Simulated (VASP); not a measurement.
Here is the system:

```yaml
crystal:
  lattice:
    - [0.00000, 2.18000, 2.18000]
    - [2.18000, 0.00000, 2.18000]
    - [2.18000, 2.18000, 0.00000]
  atoms:
    - { symbol: Si, position: [0.00000, 0.00000, 0.00000] }
    - { symbol: C, position: [0.75000, 0.75000, 0.75000] }
```

Method: PBEsol GGA, VASP's PBE PAW potentials (set 64) (plane waves; VASP). Settings: PREC = Normal, EDIFF = 1E-5, 450 eV cut-off, 12×12×12 Γ-centred mesh, Gaussian smearing of 0.050 eV, potentials Si C.

**Question.** Estimate the energy per atom (σ→0), band gap (on the k-mesh) with the smallest direct gap where there is one.

**Answer.** 
```
Item                                         Result
-----------------------------------  --------------
band gap (on the k-mesh)                    1.23 eV
smallest direct gap (on the k-mesh)         4.44 eV
energy per atom (σ→0)                -7.959 eV/atom
```

The compound is SiC in the zinc blende structure. The cell was not relaxed at this level.
